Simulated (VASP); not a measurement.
Given:

```
AuZn
1.0
    3.15000     0.00000     0.00000
    0.00000     3.15000     0.00000
    0.00000     0.00000     3.15000
Zn Au
1 1
Direct
  0.50000   0.50000   0.50000
  0.00000   0.00000   0.00000
```

Level of theory: MS2 meta-GGA, VASP's PBE PAW potentials (set 64) (plane waves; VASP). Run with 520 eV cut-off, 10×10×10 Γ-centred mesh, first-order Methfessel-Paxton smearing of 0.10 eV, potentials Zn Au.

Energy and stress use the plane-wave basis of the starting cell.

Task: The ions, cell shape and volume are relaxed. Predict the relaxed structure.

Result: 
```
AuZn
1.0
    3.11833     0.00000     0.00000
    0.00000     3.11833     0.00000
    0.00000     0.00000     3.11833
Zn Au
1 1
Direct
  0.50000   0.50000   0.50000
  0.00000   0.00000   0.00000
```
Space group Pm-3m (221), at a tolerance of 0.03 Å.

Task: How do energy and volume change from the first to the last step?

Result: The energy (σ→0) changes by -9.3 meV/atom and the volume by -3.0 %, in 5 ionic steps.

```csv
step,E(σ→0) (eV),max force (eV/Å),pressure (GPa),volume (Å³)
1,12.2463,0.000,-4.85,31.26
2,12.2509,0.000,7.33,29.17
3,12.2275,0.000,0.78,30.20
4,12.2277,0.000,-0.13,30.34
5,12.2277,0.000,-0.01,30.32
```

The compound is AuZn in the CsCl type structure. This run relaxes it. Symmetry was kept, so distortions that lower it aren't found. The electron count is odd and the run is not spin-polarised, which forces a metal.
